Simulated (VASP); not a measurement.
Output of a VASP run:

OUTCAR:
```
 ion  position               nearest neighbor table
   1  0.000  0.000  0.000-   2 2.52   3 2.52   4 2.52   2 2.52   3 2.52   2 2.52   4 2.52   2 2.52
                             3 2.52   4 2.52   3 2.52   4 2.52
   2  0.000  0.500  0.500-   1 2.52   3 2.52   4 2.52   1 2.52   4 2.52   1 2.52   3 2.52   1 2.52
                             3 2.52   4 2.52   4 2.52   3 2.52
   3  0.500  0.000  0.500-   1 2.52   2 2.52   4 2.52   1 2.52   4 2.52   2 2.52   4 2.52   4 2.52
                             1 2.52   2 2.52   1 2.52   2 2.52
   4  0.500  0.500  0.000-   1 2.52   2 2.52   3 2.52   2 2.52   3 2.52   1 2.52   3 2.52   3 2.52
                             1 2.52   2 2.52   2 2.52   1 2.52
  LATTYP: Found a simple cubic cell.
 ALAT       =     3.5586496265
 Subroutine PRICEL returns:
 Original cell was already a primitive cell.
 Subroutine GETGRP returns: Found 48 space group operations
The static configuration has the point symmetry O_h .
The dynamic configuration has the point symmetry O_h .
The overall configuration has the point symmetry O_h .
 Subroutine INISYM returns: Found 48 space group operations
 Subroutine IBZKPT returns following result:
 Found     35 irreducible k-points:

 Following reciprocal coordinates:
            Coordinates               Weight
  0.000000  0.000000  0.000000      1.000000
  0.111111  0.000000  0.000000      6.000000
  0.222222  0.000000  0.000000      6.000000
  0.333333  0.000000  0.000000      6.000000
  0.444444  0.000000  0.000000      6.000000
  0.111111  0.111111  0.000000     12.000000
  0.222222  0.111111  0.000000     24.000000
  0.333333  0.111111  0.000000     24.000000
  0.444444  0.111111  0.000000     24.000000
  0.222222  0.222222  0.000000     12.000000
  0.333333  0.222222  0.000000     24.000000
  0.444444  0.222222  0.000000     24.000000
  0.333333  0.333333  0.000000     12.000000
  0.444444  0.333333  0.000000     24.000000
  0.444444  0.444444  0.000000     12.000000
  0.111111  0.111111  0.111111      8.000000
  0.222222  0.111111  0.111111     24.000000
  0.333333  0.111111  0.111111     24.000000
  0.444444  0.111111  0.111111     24.000000
  0.222222  0.222222  0.111111     24.000000
  0.333333  0.222222  0.111111     48.000000
  0.444444  0.222222  0.111111     48.000000
  0.333333  0.333333  0.111111     24.000000
  0.444444  0.333333  0.111111     48.000000
  0.444444  0.444444  0.111111     24.000000
  0.222222  0.222222  0.222222      8.000000
  0.333333  0.222222  0.222222     24.000000
  0.444444  0.222222  0.222222     24.000000
  0.333333  0.333333  0.222222     24.000000
  0.444444  0.333333  0.222222     48.000000
  0.444444  0.444444  0.222222     24.000000
  0.333333  0.333333  0.333333      8.000000
  0.444444  0.333333  0.333333     24.000000
  0.444444  0.444444  0.333333     24.000000
  0.444444  0.444444  0.444444      8.000000
   k-points           NKPTS =     35   k-points in BZ     NKDIM =     35   number of bands    NBANDS=     20
   number of dos      NEDOS =    301   number of ions     NIONS =      4
   total plane-waves  NPLWV =  21952
   dimension x,y,z NGX =    28 NGY =   28 NGZ =   28
   dimension x,y,z NGXF=    56 NGYF=   56 NGZF=   56
   ions per type =               1   3
   PREC   = accura    normal or accurate (medium, high low for compatibility)
   ISTART =      0    job   : 0-new  1-cont  2-samecut
   ICHARG =      2    charge: 1-file 2-atom 10-const
   ISPIN  =      2    spin polarized calculation?
   LNONCOLLINEAR =      F non collinear calculations
   LSORBIT =      F    spin-orbit coupling
   INIWAV =      1    electr: 0-lowe 1-rand  2-diag
   ENCUT  =  520.0 eV  38.22 Ry    6.18 a.u.   6.62  6.62  6.62*2*pi/ulx,y,z
   NELM   =    100;   NELMIN=  2; NELMDL= -5     # of ELM steps
   EDIFF  = 0.1E-06   stopping-criterion for ELM
   LREAL  =      F    real-space projection
   NLSPLINE    = F    spline interpolate recip. space projectors
   LMAXMIX     =    4 max onsite mixed and CHGCAR
   VOSKOWN=      0    Vosko Wilk Nusair interpolation
   EDIFFG = 0.1E-05   stopping-criterion for IOM
   NSW    =      0    number of steps for IOM
...
```

File OSZICAR:
```
       N       E                     dE             d eps       ncg     rms          rms(c)
DAV:   1     0.190051506846E+03    0.19005E+03   -0.14687E+04  2808   0.209E+03
DAV:   2    -0.154279791688E+02   -0.20548E+03   -0.19876E+03  2804   0.368E+02
DAV:   3    -0.258544988083E+02   -0.10427E+02   -0.96421E+01  3000   0.110E+02
DAV:   4    -0.260982614418E+02   -0.24376E+00   -0.24185E+00  3212   0.156E+01
DAV:   5    -0.261060129825E+02   -0.77515E-02   -0.77480E-02  3408   0.259E+00    0.195E+01
DAV:   6    -0.271464236679E+02   -0.10404E+01   -0.76283E+01  3156   0.142E+02    0.211E+01
DAV:   7    -0.219205123123E+02    0.52259E+01   -0.21265E+01  3088   0.760E+01    0.234E+00
DAV:   8    -0.219112201391E+02    0.92922E-02   -0.48828E-01  3040   0.600E+00    0.154E+00
DAV:   9    -0.218912072536E+02    0.20013E-01   -0.54831E-02  3592   0.339E+00    0.838E-01
DAV:  10    -0.218928119139E+02   -0.16047E-02   -0.23925E-03  3320   0.570E-01    0.725E-01
DAV:  11    -0.218899583052E+02    0.28536E-02   -0.37163E-02  3396   0.329E+00    0.812E-01
DAV:  12    -0.218956825287E+02   -0.57242E-02   -0.58548E-03  3348   0.152E+00    0.278E-01
DAV:  13    -0.218962371391E+02   -0.55461E-03   -0.72232E-04  3540   0.356E-01    0.128E-01
DAV:  14    -0.218963427503E+02   -0.10561E-03   -0.17239E-04  3408   0.192E-01    0.249E-02
DAV:  15    -0.218963465253E+02   -0.37750E-05   -0.20858E-05  3352   0.616E-02    0.105E-02
DAV:  16    -0.218963473731E+02   -0.84778E-06   -0.28653E-06  3092   0.321E-02    0.399E-03
DAV:  17    -0.218963471191E+02    0.25400E-06   -0.16426E-07  1900   0.688E-03    0.145E-03
DAV:  18    -0.218963470533E+02    0.65838E-07   -0.83766E-08  1552   0.408E-03
   1 F= -.23729383E+02 E0= -.23729165E+02  d E =-.653034E-03  mag=     0.7219
```

### OUTCAR
```
------------------------ aborting loop because EDIFF is reached ----------------------------------------
 Edisp (eV)   -1.83304
  FORCE on cell =-STRESS in cart. coord.  units (eV):
  Direction    XX          YY          ZZ          XY          YZ          ZX
  --------------------------------------------------------------------------------------
  Total      -1.53827    -1.53827    -1.53827    -0.00000    -0.00000     0.00000
  in kB     -54.68757   -54.68757   -54.68757    -0.00000    -0.00000     0.00000
  external pressure =      -54.69 kB  Pullay stress =        0.00 kB
  volume of cell :       45.07
      direct lattice vectors                 reciprocal lattice vectors
     3.558649626  0.000000000  0.000000000     0.281005467  0.000000000  0.000000000
     0.000000000  3.558649626  0.000000000     0.000000000  0.281005467  0.000000000
     0.000000000  0.000000000  3.558649626     0.000000000  0.000000000  0.281005467
 POSITION                                       TOTAL-FORCE (eV/Angst)
 -----------------------------------------------------------------------------------
      0.00000      0.00000      0.00000         0.000000      0.000000      0.000000
      0.00000      1.77932      1.77932         0.000000      0.000000      0.000000
      1.77932      0.00000      1.77932         0.000000      0.000000      0.000000
      1.77932      1.77932      0.00000         0.000000      0.000000      0.000000
 -----------------------------------------------------------------------------------
    total drift:                                0.000000      0.000000      0.000000
  FREE ENERGIE OF THE ION-ELECTRON SYSTEM (eV)
  ---------------------------------------------------
  free  energy   TOTEN  =       -23.7293831402 eV

  energy  without entropy=      -23.7287301061  energy(sigma->0) =      -23.72916546

 total charge

# of ion       s       p       d       tot
------------------------------------------
    1        0.409   0.393   0.000   0.801
    2        0.494   0.518   8.381   9.392
    3        0.494   0.518   8.381   9.392
    4        0.494   0.518   8.381   9.392
--------------------------------------------------
tot          1.889   1.946  25.142  28.978

 magnetization (x)

# of ion       s       p       d       tot
------------------------------------------
    1       -0.001  -0.008   0.000  -0.009
    2       -0.003  -0.010   0.273   0.259
    3       -0.003  -0.010   0.273   0.259
    4       -0.003  -0.010   0.273   0.259
--------------------------------------------------
tot         -0.011  -0.040   0.818   0.767
```
(Selected blocks of OUTCAR.)

File POSCAR:
```
Ni3Al
1
    3.5586496265     0.0000000000     0.0000000000
    0.0000000000     3.5586496265     0.0000000000
    0.0000000000     0.0000000000     3.5586496265
Al Ni
1 3
Direct
  0.0000000000   0.0000000000   0.0000000000
  0.0000000000   0.5000000000   0.5000000000
  0.5000000000   0.0000000000   0.5000000000
  0.5000000000   0.5000000000   0.0000000000
```

Problem. Write an INCAR and KPOINTS that could have produced this output.

Solution. Several could match; the one computed here: the input of the run itself, PBE GGA with D3 dispersion (Becke-Johnson damping), plane waves, VASP's PBE PAW potentials (set 64).

INCAR:
```
SYSTEM = Ni3Al
PREC = Accurate
ENCUT = 520
EDIFF = 1E-7
NELM = 100
ALGO = Normal
LREAL = .FALSE.
LASPH = .TRUE.
ISMEAR = 1
SIGMA = 0.1
GGA = PE
IVDW = 12
LMAXMIX = 4
ISPIN = 2
MAGMOM = -0.0 0.3 0.3 0.3
LORBIT = 10
LWAVE = .FALSE.
LCHARG = .FALSE.
ISIF = 2
```

File KPOINTS:
```
Automatic mesh
0
Gamma
9 9 9
0 0 0
```

POTCAR, in this order: Al Ni (PBE.64 set). Program: vasp_std.

The compound is Ni3Al in the L1_2 structure. This cell is one point of a volume scan, at 1.03 of the reference volume.
